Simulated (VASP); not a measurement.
All values below come from TPSS meta-GGA, VASP's PBE PAW potentials (set 64) (plane waves; VASP 6.6.1).

VASP ran on this input.

File POSCAR:
```
Ni3Al
1
    3.5315143149    -0.0000000000     0.0000000000
   -0.0000000000     3.5315143149    -0.0000000000
   -0.0000000000    -0.0000000000     3.5315143149
Al Ni
1 3
Direct
  0.0000000000   0.0000000000   0.0000000000
  0.0000000000   0.5000000000   0.5000000000
  0.5000000000   0.0000000000   0.5000000000
  0.5000000000   0.5000000000   0.0000000000
```

File KPOINTS:
```
Automatic mesh
0
Gamma
  10 10 10
0 0 0
```

INCAR:
```
SYSTEM = Ni3Al
PREC = Accurate; ENCUT = 520; LREAL = .FALSE.
LASPH = .TRUE.
EDIFF = 1E-7; NELM = 100; ALGO = Normal
LMAXMIX = 4; LMIXTAU = .TRUE.
ISMEAR = -5
METAGGA = TPSS
MAGMOM = -0.0 0.3 0.3 0.3
ISPIN = 2
ISIF = 2
LWAVE = .FALSE.; LCHARG = .FALSE.; LORBIT = 11
NEDOS = 601
LEFG = .TRUE.
```

**KPOINTS_OPT**
```
k-points along high-symmetry lines
10
Line-mode
Reciprocal
  0.000000   0.000000   0.000000 ! GAMMA
  0.000000   0.500000   0.000000 ! X

  0.000000   0.500000   0.000000 ! X
  0.500000   0.500000   0.000000 ! M

  0.500000   0.500000   0.000000 ! M
  0.000000   0.000000   0.000000 ! GAMMA

  0.000000   0.000000   0.000000 ! GAMMA
  0.500000   0.500000   0.500000 ! R

  0.500000   0.500000   0.500000 ! R
  0.000000   0.500000   0.000000 ! X

  0.500000   0.500000   0.500000 ! R
  0.500000   0.500000   0.000000 ! M
```

POTCAR, in this order: Al Ni (PBE.64 set). Program: vasp_std.

What VASP printed:

OUTCAR:
```
 ion  position               nearest neighbor table
   1  0.000  0.000  0.000-   2 2.50   3 2.50   4 2.50   2 2.50   3 2.50   2 2.50   4 2.50   2 2.50
                             3 2.50   4 2.50   3 2.50   4 2.50
   2  0.000  0.500  0.500-   1 2.50   3 2.50   4 2.50   1 2.50   4 2.50   1 2.50   3 2.50   1 2.50
                             3 2.50   4 2.50   4 2.50   3 2.50
   3  0.500  0.000  0.500-   1 2.50   2 2.50   4 2.50   1 2.50   4 2.50   2 2.50   4 2.50   4 2.50
                             1 2.50   2 2.50   1 2.50   2 2.50
   4  0.500  0.500  0.000-   1 2.50   2 2.50   3 2.50   2 2.50   3 2.50   1 2.50   3 2.50   3 2.50
                             1 2.50   2 2.50   2 2.50   1 2.50
  LATTYP: Found a simple cubic cell.
 ALAT       =     3.5315143149
 Subroutine PRICEL returns:
 Original cell was already a primitive cell.
 Subroutine GETGRP returns: Found 48 space group operations
The static configuration has the point symmetry O_h .
The dynamic configuration has the point symmetry O_h .
The overall configuration has the point symmetry O_h .
 Subroutine INISYM returns: Found 48 space group operations
 Subroutine IBZKPT returns following result:
 Found     56 irreducible k-points:

 Following reciprocal coordinates:
            Coordinates               Weight
  0.000000  0.000000  0.000000      1.000000
  0.100000  0.000000  0.000000      6.000000
...
```

File OSZICAR:
```
       N       E                     dE             d eps       ncg     rms          rms(c)
DAV:   1     0.264929461468E+03    0.26493E+03   -0.20079E+04  4580   0.319E+03
DAV:   2     0.790881490054E+01   -0.25702E+03   -0.24825E+03  4944   0.583E+02
DAV:   3    -0.178880465009E+02   -0.25797E+02   -0.24469E+02  5144   0.237E+02
DAV:   4    -0.190692554236E+02   -0.11812E+01   -0.11748E+01  6524   0.633E+01
DAV:   5    -0.191418081142E+02   -0.72553E-01   -0.72544E-01  7660   0.132E+01    0.116E+01
DAV:   6    -0.522109315355E+02   -0.33069E+02   -0.66709E+01  4480   0.687E+01    0.143E+01
DAV:   7    -0.542975322065E+02   -0.20866E+01   -0.31944E+00  6636   0.219E+01    0.191E+01
DAV:   8    -0.497777473496E+02    0.45198E+01   -0.12132E+01  5328   0.532E+01    0.730E+00
DAV:   9    -0.495768189749E+02    0.20093E+00   -0.17072E+00  5796   0.177E+01    0.416E+00
DAV:  10    -0.495772294871E+02   -0.41051E-03   -0.14389E-01  6160   0.509E+00    0.282E+00
DAV:  11    -0.495988691647E+02   -0.21640E-01   -0.32046E-02  5580   0.260E+00    0.163E+00
DAV:  12    -0.495752462829E+02    0.23623E-01   -0.56099E-02  5024   0.378E+00    0.816E-01
DAV:  13    -0.495753567921E+02   -0.11051E-03   -0.84668E-03  5572   0.126E+00    0.445E-01
DAV:  14    -0.495767499260E+02   -0.13931E-02   -0.24179E-03  6252   0.722E-01    0.210E-01
DAV:  15    -0.495769985965E+02   -0.24867E-03   -0.55046E-04  5676   0.371E-01    0.672E-02
DAV:  16    -0.495770204254E+02   -0.21829E-04   -0.11495E-04  5556   0.133E-01    0.268E-02
DAV:  17    -0.495770277397E+02   -0.73143E-05   -0.12873E-05  5092   0.495E-02    0.982E-03
DAV:  18    -0.495770329666E+02   -0.52268E-05   -0.59819E-06  5928   0.408E-02    0.133E-02
DAV:  19    -0.495770322690E+02    0.69756E-06   -0.98431E-07  5124   0.199E-02    0.360E-03
DAV:  20    -0.495770316727E+02    0.59630E-06   -0.16388E-07  2984   0.594E-03    0.241E-03
DAV:  21    -0.495770314504E+02    0.22230E-06   -0.47887E-08  2448   0.335E-03    0.720E-04
DAV:  22    -0.495770315222E+02   -0.71834E-07   -0.18390E-08  2384   0.169E-03
   1 F= -.49577032E+02 E0= -.49577032E+02  d E =0.000000E+00  mag=     0.7531
       N       E                     dE             ncg
       N       E                     dE             ncg
```

OUTCAR:
```
------------------------ aborting loop because EDIFF is reached ----------------------------------------
  FORCE on cell =-STRESS in cart. coord.  units (eV):
  Direction    XX          YY          ZZ          XY          YZ          ZX
  --------------------------------------------------------------------------------------
  Total       -0.0130754     -0.0130754     -0.0130754      0.0000000      0.0000000     -0.0000000
  in kB       -0.4756457     -0.4756457     -0.4756457      0.0000000      0.0000000     -0.0000000
  external PRESSURE =      -0.4756457 kB  Pullay stress =       0.0000000 kB
  volume of cell :       44.04
      direct lattice vectors                 reciprocal lattice vectors
     3.531514315  0.000000000  0.000000000     0.283164646  0.000000000  0.000000000
     0.000000000  3.531514315  0.000000000     0.000000000  0.283164646  0.000000000
     0.000000000  0.000000000  3.531514315     0.000000000  0.000000000  0.283164646
 POSITION                                       TOTAL-FORCE (eV/Angst)
 -----------------------------------------------------------------------------------
      0.00000      0.00000      0.00000         0.000000      0.000000      0.000000
      0.00000      1.76576      1.76576         0.000000      0.000000      0.000000
      1.76576      0.00000      1.76576         0.000000      0.000000      0.000000
      1.76576      1.76576      0.00000         0.000000      0.000000      0.000000
 -----------------------------------------------------------------------------------
    total drift:                                0.000000      0.000000      0.000000
  FREE ENERGIE OF THE ION-ELECTRON SYSTEM (eV)
  ---------------------------------------------------
  free  energy   TOTEN  =       -49.5770315222 eV

  energy  without entropy=      -49.5770315222  energy(sigma->0) =      -49.57703152

 total charge

# of ion       s       p       d       tot
------------------------------------------
    1        0.429   0.405   0.000   0.834
    2        0.497   0.543   8.391   9.430
    3        0.497   0.543   8.391   9.430
    4        0.497   0.543   8.391   9.430
--------------------------------------------------
tot          1.919   2.034  25.172  29.124

 magnetization (x)

# of ion       s       p       d       tot
------------------------------------------
    1       -0.001  -0.010   0.000  -0.011
    2       -0.005  -0.014   0.290   0.271
    3       -0.005  -0.014   0.290   0.271
    4       -0.005  -0.014   0.290   0.271
--------------------------------------------------
tot         -0.015  -0.052   0.869   0.803
```
(Selected blocks of OUTCAR.)

For a metal the tetrahedron method with Blöchl corrections gives inexact stress and forces.

The compound is Ni3Al in the L1_2 structure. It was relaxed first.
